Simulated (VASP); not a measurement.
# HoBi: Ho into a neighbouring Ho vacancy, part 3 of 4

Aim: the barrier for one hop in HoBi: Ho into a neighbouring Ho vacancy. The start is a cell from a database of measured crystal structures.

VASP 6.6.1; LDA, 4f electrons in the core; plane waves and PAW (Bi, Ho_3).

Still holding for the runs below: The data set Ho_3 holds the 4f electrons frozen in the core, so no f bands or f moments appear.

So far. Step 2 (Relax the host): The run ended after 3 ionic steps, 0.015 eV below its first step, once forces and stress met EDIFFG = -0.02. Step 3 (Relax the start): The run ended after 5 ionic steps, 0.074 eV below its first step, once the forces on the free atoms met EDIFFG = -0.05.

### 4. Relax the end

The end state is relaxed in the same way, so that both ends share their errors.

File INCAR:

```
SYSTEM = Ho7Bi8
PREC = Normal
ENCUT = 280
EDIFF = 1E-05
NELM = 120
ISMEAR = 1
SIGMA = 0.15
LREAL = Auto
ALGO = Fast
GGA = CA
NBANDS = 66
LORBIT = 11
LWAVE = .FALSE.
LCHARG = .FALSE.
KPAR = 3
IBRION = 2
NSW = 60
ISIF = 2
EDIFFG = -0.05
POTIM = 0.4
MAXMIX = 40
ISYM = 0
```

File POSCAR:

```
Ho7Bi8
1.0
    0.0000000000      6.1536149806      6.1536149806
    6.1536149806      0.0000000000      6.1536149806
    6.1536149806      6.1536149806      0.0000000000
Bi Ho
8 7
Direct
    0.2490799092      0.2492745811      0.2510357504
    0.2510047219      0.2500380742      0.7518916795
    0.2517037831      0.7466664757      0.2506741762
    0.2483156554      0.7546564747      0.7482009047
    0.7474932054      0.2514865830      0.2484482083
    0.7487592674      0.2480485013      0.7521273377
    0.7513653892      0.7471176175      0.2492832849
    0.7481721745      0.7464690653      0.7542963567
    0.0010932306     -0.0020602291      0.0028870216
    0.0029519314      0.4978718007     -0.0005070471
   -0.0044249064      0.4996088161      0.5033029132
    0.5007142248      0.0018056723     -0.0021632207
    0.4950928923      0.0010226818      0.4996066486
    0.4986280140      0.4992911169      0.0035813053
    0.5014869742      0.5000353971      0.4999611942
```

File KPOINTS:

```
Automatic mesh
0
Gamma
3 3 3
0 0 0
```

The projector-augmented-wave data sets are Bi and Ho_3 (PBE family, release 64).

Run with:

```console
> mpirun -np 3 vasp_std
```

The program printed:

```text
[... set-up lines as in an earlier step ...]
 entering main loop
       N       E                     dE             d eps       ncg     rms          rms(c)
DAV:   1     0.594190103524E+03    0.59419E+03   -0.29419E+04  2432   0.880E+02
DAV:   2     0.226933961991E+02   -0.57150E+03   -0.54749E+03  2772   0.531E+02
DAV:   3    -0.747945667895E+02   -0.97488E+02   -0.93104E+02  3174   0.139E+02
DAV:   4    -0.837166812380E+02   -0.89221E+01   -0.87531E+01  3288   0.475E+01
DAV:   5    -0.841410680006E+02   -0.42439E+00   -0.42135E+00  3312   0.116E+01    0.549E+01
RMM:   6    -0.833222925361E+02    0.81878E+00   -0.13437E+00  2567   0.513E+00    0.333E+01
RMM:   7    -0.832513453292E+02    0.70947E-01   -0.25833E+00  2611   0.528E+00    0.169E+00
RMM:   8    -0.832013048010E+02    0.50041E-01   -0.36667E-01  2384   0.222E+00    0.909E-01
RMM:   9    -0.832062364965E+02   -0.49317E-02   -0.93667E-02  2924   0.878E-01    0.902E-01
RMM:  10    -0.832063506074E+02   -0.11411E-03   -0.12828E-02  2875   0.351E-01    0.374E-01
RMM:  11    -0.832065331184E+02   -0.18251E-03   -0.37516E-03  2952   0.150E-01    0.452E-02
RMM:  12    -0.832066589669E+02   -0.12585E-03   -0.13387E-03  2486   0.983E-02    0.539E-02
RMM:  13    -0.832067043637E+02   -0.45397E-04   -0.55670E-04  2058   0.861E-02    0.138E-02
RMM:  14    -0.832067225537E+02   -0.18190E-04   -0.21232E-04  1715   0.598E-02    0.131E-02
RMM:  15    -0.832067305444E+02   -0.79906E-05   -0.98449E-05  1611   0.592E-02
   1 F= -.83206731E+02 E0= -.83211655E+02  d E =-.832067E+02
 curvature:   0.00 expect dE= 0.000E+00 dE for cont linesearch  0.000E+00
 trial: gam= 0.00000 g(F)=  0.288E-01 g(S)=  0.000E+00 ort = 0.000E+00 (trialstep = 0.100E+01)
 search vector abs. value=  0.288E-01
 bond charge predicted
       N       E                     dE             d eps       ncg     rms          rms(c)
DAV:   1    -0.832216335518E+02   -0.14911E-01   -0.92203E-01  3000   0.682E+00    0.502E-01
RMM:   2    -0.832302969417E+02   -0.86634E-02   -0.94168E-02  2910   0.139E+00    0.425E-01
RMM:   3    -0.832315645542E+02   -0.12676E-02   -0.13295E-02  2929   0.491E-01    0.131E-01
RMM:   4    -0.832316209962E+02   -0.56442E-04   -0.17560E-03  2594   0.231E-01    0.950E-02
RMM:   5    -0.832316950701E+02   -0.74074E-04   -0.93904E-04  2668   0.121E-01    0.668E-02
RMM:   6    -0.832317194691E+02   -0.24399E-04   -0.31508E-04  2363   0.860E-02    0.312E-02
RMM:   7    -0.832317306607E+02   -0.11192E-04   -0.13816E-04  1887   0.737E-02    0.416E-02
RMM:   8    -0.832317356239E+02   -0.49633E-05   -0.59165E-05  1613   0.613E-02
   2 F= -.83231736E+02 E0= -.83236863E+02  d E =-.250051E-01
[...]
3 F= -.83264515E+02 E0= -.83269855E+02  d E =-.577847E-01
[...]
4 F= -.83265013E+02 E0= -.83270337E+02  d E =-.582827E-01
[...]
5 F= -.83271822E+02 E0= -.83277255E+02  d E =-.680885E-02
 trial-energy change:   -0.006809  1 .order   -0.006783   -0.008755   -0.004810
 step:   3.6442(harm=  3.6442)  dis= 0.02062  next Energy=   -83.274729 (dE=-0.972E-02)
 bond charge predicted
       N       E                     dE             d eps       ncg     rms          rms(c)
DAV:   1    -0.832683659058E+02    0.34569E-02   -0.72462E-01  2812   0.594E+00    0.473E-01
RMM:   2    -0.832737226211E+02   -0.53567E-02   -0.60787E-02  2910   0.114E+00    0.341E-01
RMM:   3    -0.832747833985E+02   -0.10608E-02   -0.84004E-03  2914   0.377E-01    0.324E-01
RMM:   4    -0.832749408847E+02   -0.15749E-03   -0.13770E-03  2892   0.157E-01    0.329E-01
RMM:   5    -0.832749725807E+02   -0.31696E-04   -0.43220E-04  2243   0.674E-02    0.345E-01
RMM:   6    -0.832749717328E+02    0.84792E-06   -0.18586E-04  1835   0.790E-02    0.355E-01
RMM:   7    -0.832749697597E+02    0.19730E-05   -0.10718E-04  1667   0.508E-02    0.371E-01
RMM:   8    -0.832749727232E+02   -0.29635E-05   -0.52936E-05  1566   0.608E-02
   6 F= -.83274973E+02 E0= -.83280473E+02  d E =-.995949E-02
 curvature:  -2.18 expect dE=-0.923E-03 dE for cont linesearch -0.111E-05
 trial: gam= 0.05942 g(F)=  0.423E-03 g(S)=  0.000E+00 ort = 0.570E-04 (trialstep = 0.204E+01)
 search vector abs. value=  0.452E-03
 reached required accuracy - stopping structural energy minimisation
```

Elapsed: 6.3 min, on 3 MPI ranks of Intel Xeon Platinum 8375C at 2.90GHz (Ice Lake), shared host; peak memory 0.8 GiB.

From OUTCAR (step 4):

```text
 Found     14 irreducible k-points:

   NELECT =     103.0000    total number of electrons

 E-fermi :   4.0789

 k-point     1 :       0.0000    0.0000    0.0000
  band No.  band energies     occupation
    ...
     49       3.8649      2.06153
     50       3.8652      2.06170
     51       4.0493      1.32704
     52       4.0499      1.32075
     53       4.0505      1.31381
     54       5.5496     -0.00000
     55       5.5496     -0.00000
     56       5.5506     -0.00000
     57       5.6737     -0.00000
     58       5.6740     -0.00000
    ...

 k-point     2 :       0.3333    0.0000    0.0000
  band No.  band energies     occupation
    ...
     47       3.3093      2.00000
     48       3.3112      2.00000
     49       3.3591      2.00000
     50       3.6233      2.00015
     51       3.6295      2.00019
     52       4.4241     -0.00538
     53       4.4299     -0.00459
     54       5.0024     -0.00000
     55       5.0045     -0.00000
     56       5.0736     -0.00000
    ...

  Total       -2.1273433     -2.1479967     -2.1279180     -0.0030078     -0.0119847      0.0039070
  in kB       -7.3135326     -7.3845365     -7.3155085     -0.0103404     -0.0412019      0.0134317
  external PRESSURE =      -7.3378592 kB  Pullay stress =       0.0000000 kB

 POSITION                                       TOTAL-FORCE (eV/Angst)
 -----------------------------------------------------------------------------------
      3.08147      3.07826      3.00948        -0.001423     -0.002664     -0.010130
      6.14670      6.15317      3.07200         0.020470      0.005048      0.008048
      6.20497      3.08493      6.14351         0.004494      0.020141      0.015803
      9.23444      6.09238      6.14848         0.002576     -0.014377      0.000406
      3.08430      6.19726      6.15347        -0.014920      0.005976     -0.027708
      6.10373      9.24083      6.14556        -0.024181      0.003811     -0.000152
      6.15346      6.15608      9.22848        -0.019657     -0.015308     -0.008662
      9.23408      9.22955      9.26456         0.009365      0.019506      0.017556
      6.16014      0.01421      6.15271        -0.003365     -0.033075     -0.017173
      3.07353      6.15218      9.22410         0.001949      0.015567      0.026243
      6.15927      9.23085      9.22515        -0.009825      0.009009     -0.021683
      6.15833      3.07769      9.21974        -0.005953      0.006016      0.016968
      9.22583      6.15836      9.22841         0.012361     -0.024009     -0.002546
      3.07463      3.06655      6.13832         0.020209      0.030146      0.011872
      6.15691      6.16649      6.15145         0.007899     -0.025787     -0.008843
 -----------------------------------------------------------------------------------
    total drift:                               -0.003834      0.003375     -0.010129

  FREE ENERGIE OF THE ION-ELECTRON SYSTEM (eV)
  ---------------------------------------------------
  free  energy   TOTEN  =       -83.2749727232 eV

  energy  without entropy=      -83.2914735263  energy(sigma->0) =      -83.28047299

 total charge
# of ion       s       p       d       tot
------------------------------------------
    1        1.672   2.365   0.041   4.078
    2        1.658   2.535   0.045   4.238
    3        1.672   2.368   0.041   4.081
    4        1.672   2.365   0.041   4.078
    5        1.671   2.369   0.041   4.082
    6        1.671   2.366   0.041   4.079
    7        1.658   2.535   0.045   4.238
    8        1.671   2.370   0.041   4.083
    9        0.329   6.591   1.162   8.082
   10        0.329   6.590   1.161   8.080
   11        0.329   6.591   1.163   8.083
   12        0.329   6.590   1.160   8.079
   13        0.329   6.591   1.162   8.082
   14        0.348   6.496   1.185   8.030
   15        0.329   6.590   1.161   8.080
--------------------------------------------------
tot         15.668  65.311   8.493  89.472

[... 6 parts as in an earlier step ...]

[... 6 further parts left out ...]
```

CONTCAR:

```
Ho7Bi8
   1.00000000000000
     0.0000000000000000    6.1536149805999996    6.1536149805999996
     6.1536149805999996    0.0000000000000000    6.1536149805999996
     6.1536149805999996    6.1536149805999996    0.0000000000000000
  Bi              Ho
     8     7
Direct
     0.2442688616647821    0.2447901580471233    0.2559677406089745
     0.2501347681616918    0.2490838632800649    0.7497927908702653
     0.2456669708003857    0.7526916747159378    0.2556534150549939
     0.2442804711186449    0.7548848176181072    0.7457680792801681
     0.7529252673662841    0.2470511564621975    0.2541667392483966
     0.7542443547777041    0.2444458966189161    0.7474467538950978
     0.7500554187110008    0.7496296195278611    0.2503458653550638
     0.7524061111335938    0.7531415760232767    0.7474523499554563
     0.0005509964938109    0.9993023593999227    0.0017580290935358
     0.9996359740860610    0.4993363188556147    0.0001309058731738
     0.9991476701740003    0.4999959976386198    0.5009222779882078
     0.4988209843893441    0.9994425578713246    0.0013230312067476
     0.5005952792905113    0.9990769293250283    0.5001763507993134
     0.4981013037050667    0.4994138728652030    0.0002319694733730
     0.5006020351271040    0.4990458303508007    0.5014902147972418
```

Relaxation path:

```
step  energy less that of the first step (eV)  largest force (eV/Å)
   1                                   0.0000                0.3357
   2                                  -0.0250                0.2524
   3                                  -0.0578                0.1350
   4                                  -0.0583                0.1481
   5                                  -0.0651                0.0959
   6                                  -0.0682                0.0382
```

The atoms that moved most (Å):

```
atom      dx      dy      dz  length
 Bi5   0.008   0.069   0.006   0.069
 Bi8  -0.001  -0.016   0.067   0.069
 Bi3   0.068  -0.007   0.000   0.068
 Bi1   0.003   0.001  -0.057   0.057
 Bi6  -0.051   0.005   0.012   0.053
 Bi4  -0.014  -0.040  -0.023   0.048
Ho13  -0.008   0.037   0.022   0.044
Ho14  -0.020  -0.024  -0.002   0.031
```

Final coordinates:

```xyz
15
Lattice="0.0000 6.1536 6.1536 6.1536 0.0000 6.1536 6.1536 6.1536 0.0000" Properties=species:S:1:pos:R:3 pbc="T T T"
Bi    3.0815    3.0783    3.0095
Bi    6.1467    6.1532    3.0720
Bi    6.2050    3.0849    6.1435
Bi    9.2344    6.0924    6.1485
Bi    3.0843    6.1973    6.1535
Bi    6.1037    9.2408    6.1456
Bi    6.1535    6.1561    9.2285
Bi    9.2341    9.2296    9.2646
Ho    0.0065    0.0142   -0.0009
Ho    3.0735   -0.0014    3.0705
Ho    6.1593    3.0772    3.0715
Ho    0.0047    3.0777    3.0661
Ho    3.0722    6.1584    3.0748
Ho    3.0746    3.0666    6.1383
Ho    6.1569    6.1665    6.1514
```

This step gave:

```yaml
free_energy_toten: -83.2750 eV
energy_at_zero_smearing: -83.2805 eV
fermi_energy: 4.079 eV
```

The run ended after 6 ionic steps, 0.068 eV below its first step, once the forces on the free atoms met EDIFFG = -0.05.

(Part 3 of 4 ends here.)

[Lines on the potential files, build, host, timing and source positions are cut from VASP's logs without a mark.]

[Logs are printed without paths, hosts, clocks, repeated set-up lines and the standing remarks that a program may print on its own settings, such as how far it seeks lower states.]

[Hosts, paths, dates, database ids (printed as entryN), source tags and the programs' standing remarks are cut or masked in the printed files.]

[Runs that stopped without an error message from VASP are left out.]
